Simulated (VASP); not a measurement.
These are rev-vdW-DF2, VASP's PBE PAW potentials (set 64) (plane waves; VASP) values and carry that method's errors.

Input for VASP

### POSCAR
```
GaSb
1
    0.0000000000     3.0571754318     3.0571754318
    3.0571754318     0.0000000000     3.0571754318
    3.0571754318     3.0571754318     0.0000000000
Ga Sb
1 1
Direct
  0.0000000000   0.0000000000   0.0000000000
  0.2500000000   0.2500000000   0.2500000000
```

**INCAR**
```
SYSTEM = GaSb
PREC = Accurate; ENCUT = 520; LREAL = .FALSE.
LASPH = .TRUE.
EDIFF = 1E-7; NELM = 100; ALGO = Normal
LMAXMIX = 4
ISMEAR = 1; SIGMA = 0.1
GGA = MK; LUSE_VDW = .TRUE.; AGGAC = 0.0
PARAM1 = 0.1234568; PARAM2 = 0.7114; ZAB_VDW = -1.8867
ISIF = 2
LWAVE = .FALSE.; LCHARG = .FALSE.
```

### KPOINTS
```
Automatic mesh
0
G
  10 10 10
0 0 0
```

POTCAR, in this order: Ga_d Sb (PBE.64 set). Program: vasp_std.

Output of the run:

### OUTCAR
```
 ion  position               nearest neighbor table
   1  0.000  0.000  0.000-   2 2.65   2 2.65   2 2.65   2 2.65
   2  0.250  0.250  0.250-   1 2.65   1 2.65   1 2.65   1 2.65
  LATTYP: Found a face centered cubic cell.
 ALAT       =     6.1143508636
 Subroutine PRICEL returns:
 Original cell was already a primitive cell.
 Subroutine GETGRP returns: Found 24 space group operations
The static configuration has the point symmetry T_d .
The dynamic configuration has the point symmetry T_d .
 Subroutine INISYM returns: Found 24 space group operations
 Subroutine IBZKPT returns following result:
 Found     47 irreducible k-points:

 Following reciprocal coordinates:
            Coordinates               Weight
  0.000000  0.000000  0.000000      1.000000
  0.100000  0.000000  0.000000      8.000000
  0.200000  0.000000  0.000000      8.000000
  0.300000  0.000000  0.000000      8.000000
  0.400000  0.000000  0.000000      8.000000
  0.500000  0.000000  0.000000      4.000000
  0.100000  0.100000  0.000000      6.000000
  0.200000  0.100000  0.000000     24.000000
  0.300000  0.100000  0.000000     24.000000
...
```

File OSZICAR:
```
       N       E                     dE             d eps       ncg     rms          rms(c)
DAV:   1     0.841281889591E+02    0.84128E+02   -0.87905E+03  1230   0.171E+03
DAV:   2     0.307854697618E+01   -0.81050E+02   -0.78343E+02  1377   0.319E+02
DAV:   3    -0.258086232246E+01   -0.56594E+01   -0.56367E+01  1497   0.730E+01
DAV:   4    -0.267915727720E+01   -0.98295E-01   -0.98263E-01  1454   0.107E+01
DAV:   5    -0.268171813353E+01   -0.25609E-02   -0.25608E-02  1501   0.149E+00    0.296E+00
DAV:   6    -0.262749653090E+01    0.54222E-01   -0.69888E-02  1585   0.455E+00    0.177E+00
DAV:   7    -0.260725219858E+01    0.20244E-01   -0.54752E-02  1410   0.203E+00    0.301E-01
DAV:   8    -0.260747810062E+01   -0.22590E-03   -0.42725E-03  1536   0.938E-01    0.854E-02
DAV:   9    -0.260768077845E+01   -0.20268E-03   -0.44791E-04  1313   0.221E-01    0.293E-02
DAV:  10    -0.260769002493E+01   -0.92465E-05   -0.22663E-05  1485   0.389E-02    0.973E-03
DAV:  11    -0.260769855944E+01   -0.85345E-05   -0.94446E-06  1247   0.297E-02    0.489E-03
DAV:  12    -0.260769873588E+01   -0.17644E-06   -0.32915E-07  1505   0.617E-03    0.671E-04
DAV:  13    -0.260769867254E+01    0.63345E-07   -0.42474E-08   891   0.231E-03
   1 F= -.26076987E+01 E0= -.26077219E+01  d E =0.696672E-04
```

OUTCAR:
```
------------------------ aborting loop because EDIFF is reached ----------------------------------------
  FORCE on cell =-STRESS in cart. coord.  units (eV):
  Direction    XX          YY          ZZ          XY          YZ          ZX
  --------------------------------------------------------------------------------------
  Total        0.5366846      0.5366846      0.5366846      0.0000000      0.0000000      0.0000000
  in kB       15.0466096     15.0466096     15.0466096      0.0000000      0.0000000      0.0000000
  external PRESSURE =      15.0466096 kB  Pullay stress =       0.0000000 kB
  volume of cell :       57.15
      direct lattice vectors                 reciprocal lattice vectors
     0.000000000  3.057175432  3.057175432    -0.163549659  0.163549659  0.163549659
     3.057175432  0.000000000  3.057175432     0.163549659 -0.163549659  0.163549659
     3.057175432  3.057175432  0.000000000     0.163549659  0.163549659 -0.163549659
  FREE ENERGIE OF THE ION-ELECTRON SYSTEM (eV)
  ---------------------------------------------------
  free  energy   TOTEN  =        -2.6076986725 eV

  energy  without entropy=       -2.6077683397  energy(sigma->0) =       -2.60772189
```
(Selected blocks of OUTCAR.)

The compound is GaSb in the zinc blende structure. This cell is one point of a volume scan, at 0.97 of the reference volume.
